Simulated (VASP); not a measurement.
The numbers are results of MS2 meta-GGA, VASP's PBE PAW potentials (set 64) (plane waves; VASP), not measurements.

VASP ran on this input.

POSCAR:
```
Na
1.0
 -2.1624711969   2.1624711969   2.1624711969
  2.1624711969  -2.1624711969   2.1624711969
  2.1624711969   2.1624711969  -2.1624711969
Na
1
Cartesian
  0.0000000000   0.0000000000   0.0000000000
```

INCAR:
```
# general
SYSTEM   =  Na
PREC     =  Accurate
ENCUT    =  520   # plane-wave cut-off (eV)
LREAL    =  F   # projection in real space or not
LASPH    =  T

# electronic loop
EDIFF    =  1E-7   # SCF stop (eV)
NELM     =  100   # most electronic steps
ALGO     =  Normal
LMIXTAU  =  T

# smearing
ISMEAR   =  1   # Methfessel-Paxton
SIGMA    =  0.1   # width (eV)

# functional
METAGGA  =  MS2

# ions
ISIF     =  2   # forces and stress, cell fixed

# output
LWAVE    =  F
LCHARG   =  F
```

KPOINTS:
```
Automatic
0
Gamma
  12 12 12
```

POTCAR, in this order: Na_pv (PBE.64 set). Program: vasp_std.

The run wrote:

### OSZICAR
```
       N       E                     dE             d eps       ncg     rms          rms(c)
DAV:   1     0.171882558322E+02    0.17188E+02   -0.37952E+03  1008   0.788E+02
DAV:   2    -0.487626099849E+01   -0.22065E+02   -0.22059E+02  1057   0.143E+02
DAV:   3    -0.531659925849E+01   -0.44034E+00   -0.44033E+00  1288   0.291E+01
DAV:   4    -0.532103631713E+01   -0.44371E-02   -0.44371E-02  1295   0.258E+00
DAV:   5    -0.532110664686E+01   -0.70330E-04   -0.70330E-04  1337   0.283E-01    0.290E-01
DAV:   6    -0.478106627187E+01    0.54004E+00   -0.19920E-01  1022   0.565E+00    0.161E-01
DAV:   7    -0.473908943604E+01    0.41977E-01   -0.22211E-01  1008   0.736E+00    0.111E-01
DAV:   8    -0.438229410916E+01    0.35680E+00   -0.84374E-02  1064   0.347E+00    0.487E-02
DAV:   9    -0.449173297217E+01   -0.10944E+00   -0.73584E-02  1008   0.428E+00    0.167E-02
DAV:  10    -0.446071720737E+01    0.31016E-01   -0.15065E-01  1008   0.356E+00    0.298E-02
DAV:  11    -0.459351715231E+01   -0.13280E+00   -0.13067E-01  1008   0.435E+00    0.336E-02
DAV:  12    -0.459946022097E+01   -0.59431E-02   -0.72989E-04  1260   0.425E-01    0.318E-02
DAV:  13    -0.451478500643E+01    0.84675E-01   -0.67196E-02  1008   0.408E+00    0.282E-02
DAV:  14    -0.443382723114E+01    0.80958E-01   -0.79855E-02  1008   0.251E+00    0.223E-02
DAV:  15    -0.444681742757E+01   -0.12990E-01   -0.24512E-03  1050   0.492E-01    0.192E-02
DAV:  16    -0.448382202104E+01   -0.37005E-01   -0.81737E-02  1008   0.228E+00    0.207E-02
DAV:  17    -0.448614296043E+01   -0.23209E-02   -0.61722E-03  1008   0.102E+00    0.201E-02
DAV:  18    -0.448645363673E+01   -0.31068E-03   -0.17439E-04  1148   0.981E-02    0.220E-02
DAV:  19    -0.448586656641E+01    0.58707E-03   -0.44689E-04  1008   0.155E-01    0.210E-02
DAV:  20    -0.448591286526E+01   -0.46299E-04   -0.29250E-06  1176   0.125E-02    0.213E-02
DAV:  21    -0.448591847374E+01   -0.56085E-05   -0.11068E-06  1071   0.156E-02    0.203E-02
DAV:  22    -0.448636775970E+01   -0.44929E-03   -0.25617E-04  1008   0.133E-01    0.104E-02
DAV:  23    -0.448663120686E+01   -0.26345E-03   -0.11076E-04  1022   0.105E-01    0.297E-03
DAV:  24    -0.448670255258E+01   -0.71346E-04   -0.21394E-05  1029   0.463E-02    0.247E-03
DAV:  25    -0.448700665540E+01   -0.30410E-03   -0.36470E-04  1008   0.155E-01    0.187E-03
DAV:  26    -0.448697879685E+01    0.27859E-04   -0.17482E-05  1036   0.552E-02    0.191E-03
DAV:  27    -0.448702827328E+01   -0.49476E-04   -0.62373E-05  1008   0.639E-02    0.180E-03
DAV:  28    -0.448702651984E+01    0.17534E-05   -0.72199E-07  1169   0.676E-03    0.127E-03
DAV:  29    -0.448702816137E+01   -0.16415E-05   -0.14649E-06  1008   0.962E-03    0.854E-04
DAV:  30    -0.448702600438E+01    0.21570E-05   -0.91480E-07  1008   0.840E-03    0.476E-04
DAV:  31    -0.448702769142E+01   -0.16870E-05   -0.14588E-06  1022   0.937E-03    0.466E-04
DAV:  32    -0.448702737164E+01    0.31979E-06   -0.20562E-08  1085   0.180E-03    0.438E-04
DAV:  33    -0.448702766458E+01   -0.29294E-06   -0.21223E-07  1036   0.338E-03    0.361E-04
DAV:  34    -0.448702740073E+01    0.26385E-06   -0.30173E-08  1022   0.216E-03    0.285E-04
DAV:  35    -0.448702747008E+01   -0.69349E-07   -0.88873E-09   896   0.121E-03
   1 F= -.44870275E+01 E0= -.44867560E+01  d E =-.814459E-03
```

**OUTCAR**
```
------------------------ aborting loop because EDIFF is reached ----------------------------------------
  FORCE on cell =-STRESS in cart. coord.  units (eV):
  Direction    XX          YY          ZZ          XY          YZ          ZX
  --------------------------------------------------------------------------------------
  Total       -0.1785301     -0.1785301     -0.1785301      0.0000000      0.0000000      0.0000000
  in kB       -7.0714934     -7.0714934     -7.0714934      0.0000000      0.0000000      0.0000000
  external PRESSURE =      -7.0714934 kB  Pullay stress =       0.0000000 kB
  volume of cell :       40.45
      direct lattice vectors                 reciprocal lattice vectors
    -2.162471197  2.162471197  2.162471197     0.000000000  0.231216952  0.231216952
     2.162471197 -2.162471197  2.162471197     0.231216952  0.000000000  0.231216952
     2.162471197  2.162471197 -2.162471197     0.231216952  0.231216952  0.000000000
 POSITION                                       TOTAL-FORCE (eV/Angst)
 -----------------------------------------------------------------------------------
      0.00000      0.00000      0.00000         0.000000      0.000000     -0.000000
 -----------------------------------------------------------------------------------
    total drift:                                0.000000      0.000000      0.000000
  FREE ENERGIE OF THE ION-ELECTRON SYSTEM (eV)
  ---------------------------------------------------
  free  energy   TOTEN  =        -4.4870274701 eV

  energy  without entropy=       -4.4862130107  energy(sigma->0) =       -4.48675598
```
(Selected blocks of OUTCAR.)

The compound is Na in the bcc structure. This cell is one point of a volume scan, at 1.06 of the reference volume.
